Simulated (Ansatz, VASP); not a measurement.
# Ru (Ruthenium) in two plane-wave programs, part 2 of 2

Aim: how closely do two programs agree when they are given the same cell, functional and k mesh? The cell is taken from a series of runs on this material, whose earlier steps may have relaxed, scaled, displaced or heated it; both programs get it as it stands.

VASP 6.6.1 and Ansatz 0.2.0.

So far: Set-up; VASP: zone-centre phonons, PBEsol.

## 3. Ansatz: zone-centre phonons, PBEsol

Level of this step: Ansatz beside VASP: Kohn-Sham DFT, plane waves, PBEsol (Ansatz).

Ansatz runs on its PAW soft_1 files.

The same cell, functional, mesh and smearing now go to Ansatz, which takes its cutoff from its data sets.

Input file input.yaml:

```yaml
crystal:
  lattice:
    - [2.6366891793, 0.0, 0.0]
    - [-1.3183445896, 2.2834398112, 0.0]
    - [0.0, 0.0, 4.2969472062]
  atoms:
    - { symbol: Ru, position: [0.3333333333, 0.6666666667, 0.25] }
    - { symbol: Ru, position: [0.6666666667, 0.3333333333, 0.75] }
kpoints:
  mp_grid: { grid: [18, 18, 12] }
hamiltonian:
  xc: pbesol
  pseudopotentials: { kind: paw, azcp: { folder: soft_1 }, xc_functional: pbe }
scf:
  occupations: { method: methfessel_paxton, width: 0.2 }
output:
  eigenvalues: true
phonons:
  method: dfpt
```

On the command line:

```console
ansatz run input.yaml --threads 4 --pin off --max-ram 10240MiB --backend cpu --events-out ev --progress --plain --runs-dir out
```

Numbers of over 12 decimals in the logs are rounded to 6 here.

The program printed:

```text
zone centre: on kpoints.mp_grid the ground state, and the responses unless they are solved on pairs of k-points, stand on 637 of the mesh's 3888 k-points, reduced under 4 symmetry operations, with k and −k counted as one. Each operation leaves every solved displacement unchanged or reverses it
Engine: ansatz 0.2.0, x86_64-unknown-linux-gnu
Pseudopotentials: kind: paw
Pseudopotential: Ru, paw, valence charge 16, recommended cutoff 420 eV (normal), soft_1/Ru.paw.azcp
Functional definition: PBEsol
  exchange = pbesol_x
  correlation = pbesol_c
Crystal: 2 atoms, lattice volume = 25.871 Å³
Basis set: ecut = 420 eV, 537 PW (Γ), exchange–correlation on 36×36×60 points (8 copies of the dense FFT grid, shifted against one another)
Bands: 20, of which v1, the nominal top of the filled ones, is band 16 counted from 1 (15 counted from 0)
Symmetry: 24 space group operations
k-points: 637 of 3888 (irreducible under 4 space group operations, time reversal used)
Non-local potential: Ru, projectors of the file, l = 0: 3, l = 1: 2, l = 2: 2, l = 3: 1
PAW form: soft (Blöchl's): semilocal exchange-correlation on the pseudo side does not see the compensation charge
PAW frozen core: Ru, regenerated for the run's functional, and the local potential with it (the file was generated under x = pbe(κ = 0.804, μ = 0.219515), c = pbe(β = 0.066725))
PAW one-centre angular grid: Ru, 590 points (default); XC on 64 Gauss nodes
Initial density: superposition of atomic densities (chi_scale 0.1, normalization cell)
Initial wavefunctions: pseudopotential atomic-orbital guess
Functional: x = pbesol(κ = 0.804, μ = 0.123457), c = pbesol(β = 0.046)
SCF iter   1: F=—  HF=-11634.452711 eV  |F-HF|=—  |Δ(HF+E_count)|=         —  Δρ=1.31e-1  dr2=4.14e0  ethr=3.10e-3  ⟨swp⟩=5.0  Hψ=111414  notcnv=0  defer=78
automatic band count: the SCF goes on with 24 bands, as 20 were too few: they end inside the smearing window of the response
preconditioner: auto → none  [metal: Δε(μ)=0.008 eV  Ē_g=12.040 eV  σ=0.200 eV  W_gap=0.03  n_scr=8 (ndim 8)  ℏωp=29.2 eV  f_vac=0.000  D(μ)=1.43/eV (n_scr^D=22)  sad-step TF]
SCF iter   2: F=—  HF=-11633.487277 eV  |F-HF|=—  |Δ(HF+E_count)|=   9.65e-1  S|Δr|=    0.00e0  Δρ=7.43e-2  dr2=1.32e0  ethr=3.10e-3  ⟨swp⟩=2.8  Hψ=29619  notcnv=0  defer=1787
SCF iter   3: F=—  HF=-11633.043124 eV  |F-HF|=—  |Δ(HF+E_count)|=   4.44e-1  S|Δr|=    0.00e0  Δρ=4.10e-3  dr2=2.02e-3  ethr=3.10e-3  ⟨swp⟩=2.1  Hψ=22110  notcnv=0  defer=1787
SCF iter   4: F=—  HF=-11633.043903 eV  |F-HF|=—  |Δ(HF+E_count)|=   7.79e-4  S|Δr|=    0.00e0  Δρ=3.64e-4  dr2=1.21e-5  ethr=6.32e-6  ⟨swp⟩=2.7  Hψ=30987  notcnv=0  defer=1676
SCF iter   5: F=—  HF=-11633.043909 eV  |F-HF|=—  |Δ(HF+E_count)|=   5.75e-6  S|Δr|=    0.00e0  Δρ=1.14e-4  dr2=2.13e-6  ethr=3.78e-8  ⟨swp⟩=2.5  Hψ=22992  notcnv=0  defer=1676
SCF iter   6: F=—  HF=-11633.043908 eV  |F-HF|=—  |Δ(HF+E_count)|=   1.50e-6  S|Δr|=    0.00e0  Δρ=2.68e-5  dr2=9.53e-8  ethr=6.65e-9  ⟨swp⟩=2.0  Hψ=21020  notcnv=0  defer=1676
SCF iter   7: F=—  HF=-11633.043908 eV  |F-HF|=—  |Δ(HF+E_count)|=   4.02e-8  S|Δr|=    0.00e0  Δρ=2.39e-6  dr2=1.03e-9  ethr=2.98e-10  ⟨swp⟩=2.7  Hψ=24513  notcnv=0  defer=1676
SCF iter   8: F=-11633.043908 eV  HF=-11633.043908 eV  |F-HF|=0.00e0  |Δ(HF+E_count)|=  4.37e-11  S|Δr|=    0.00e0  Δρ=1.34e-7  dr2=3.49e-12  ethr=1.00e-12  ⟨swp⟩=9.0  Hψ=89169  notcnv=0
SCF 1 converged in 8 iterations: F = -11633.043908 eV  dr2 = 3.49e-12
  greatest PAW one-centre occupation: 1.000 electrons in one spin orbital (limit 2), on the Ru atom at site 1 (counted from 0), in its partial waves of l = 0
DFPT response loops at Γ: preconditioner auto → Kerker (q_TF=auto, 2.827 Å⁻¹) (partly filled bands, converged f_vac=0.000); β = 1.00, the filter's whole step (`scf.mixing.beta` (0.50) is not read by the response loops under this deck's `scf.mixing.preconditioner`; to damp them name `kerker` or `kerker_dos`, under which they read `scf.mixing.beta`, and type it under 1.00, their step now; both keys bind the ground state too); Broyden in place of MSR1
SCF converged after 8 iterations
Stability not checked: this state was not tested for a lower state beside it, because cold or Methfessel-Paxton smearing, or corrected tetrahedra, fill the levels in a way that the test cannot read (fill_not_monotonic; see scf.lower_state_search)
Free energy (F): -11633.043908 eV
Harris-Foulkes:  -11633.043908 eV  (|F-HF|=0.00e0)
Internal energy: -11633.044225 eV  (E = F + TS)
E sigma→0 (E₀):  -11633.043987 eV
Entropy (-TS):   0.000317 eV (0.158 meV/atom)
Fermi energy:    24.596663 eV
--- Per-component energies (eV) ---
  E_band       = -75.677856
  E_kinetic    = 924.472490
  E_local      = -2438.287028  (includes V_loc(G=0)·N_el)
  E_nonlocal   = 828.730815
  E_hartree    = 807.205052
  E_xc         = -339.978902
  E_vxc        = -431.414872  (∫ρ·V_xc dr)
  E_paw        = -6880.241413  (= ΣΔE_a)
  E_vpaw       = -573.590672  (= ΣTr[D̂ρ^β])
  E_aug_tail   = 0.001192  (compensation charges beyond the density's cutoff)
  E_ewald      = -4535.453025
  E_core_change = 0.506593  (= ΣΔE_core)
  E_smearing   = 0.000317  (= −TS)
  E_closure    = -0.000000  (closes the sum)
  Σ components = -11633.043908   (vs F -11633.043908, Δ=0.00e0)
--- Band table (eV; the first three rows and the last of 637) ---
  k-point 0: bands = [... 12 lower, 21.8164, 22.4863, 22.4863, 23.3431, 23.3431, 25.5408, 25.8905, 25.8905, ... 4 higher]
  k-point 1: bands = [... 12 lower, 21.7806, 22.4449, 22.4449, 23.4394, 23.4394, 25.2830, 25.8902, 25.8902, ... 4 higher]
  k-point 2: bands = [... 12 lower, 21.7036, 22.3314, 22.3314, 23.6936, 23.6936, 24.6147, 25.8772, 25.8772, ... 4 higher]
  k-point 636: bands = [... 12 lower, 21.7738, 21.7738, 23.1724, 23.1724, 26.4089, 26.4089, 30.0250, 30.0250, ... 4 higher]
--- Phonons (Γ-DFPT): 2 representative perturbations + reference, on 637 of 3888 k-points (Σ response iterations 6) ---
  k mesh reduced under 4 symmetry operations, with k and −k counted as one. Each operation leaves every solved displacement unchanged or reverses it
  ASR residual: 1.065e-4 → 0.000e0 eV/Å²; symmetrization residual: 8.242e-10 eV/Å²
  ASR residual per site (eV/Å²): 1.06e-4 1.06e-4
  Γ frequencies (cm⁻¹): 0.00 0.00 0.00 207.75 207.75 267.78
  non-analytic LO–TO correction: not included (Born effective charges unavailable; polar crystals: no LO–TO splitting at Γ)
```

## 4. Differences

Known differences besides the potentials themselves: the data sets hold 32 valence electrons in Ansatz (on its PAW soft_1 files) and 28 in VASP; the cutoff is 420 eV in Ansatz and 500 eV in VASP; Ansatz makes its cores anew for this functional, VASP keeps those of its PBE data sets. Total energies have different zeros and are not compared.

Compared:

```tsv
quantity	Ansatz	VASP	difference
optical mode 1 to 2 (cm⁻¹)	207.8	207.7	+0.04 %
optical mode 3 (cm⁻¹)	267.8	268.2	-0.17 %
```

Modes are paired by rising frequency, not by their patterns, so a pair may set unlike modes beside each other; they are those without the splitting of longitudinal modes.

## 5. Summary of results

| Property | Result |
| --- | --- |
| r.m.s. difference of the optical zone-centre modes, each program's sorted by frequency (zone-centre phonons, PBEsol) | 0.27 cm⁻¹ |

What this shows: The r.m.s. difference of the optical zone-centre modes, each program's sorted by frequency is 0.27 cm⁻¹ (zone-centre phonons, PBEsol). The data sets hold unlike numbers of valence electrons (32 in Ansatz and 28 in VASP), so part of the differences comes from the potentials. How closely two codes agree says nothing of how well the functional describes the real material.

[Lines on the potential files, build, host, timing and source positions are cut from VASP's logs without a mark.]

[Logs are printed without paths, hosts, clocks, repeated set-up lines and the standing remarks that a program may print on its own settings, such as how far it seeks lower states.]

[Hosts, paths, dates, database ids (printed as entryN), source tags and the programs' standing remarks are cut or masked in the printed files.]
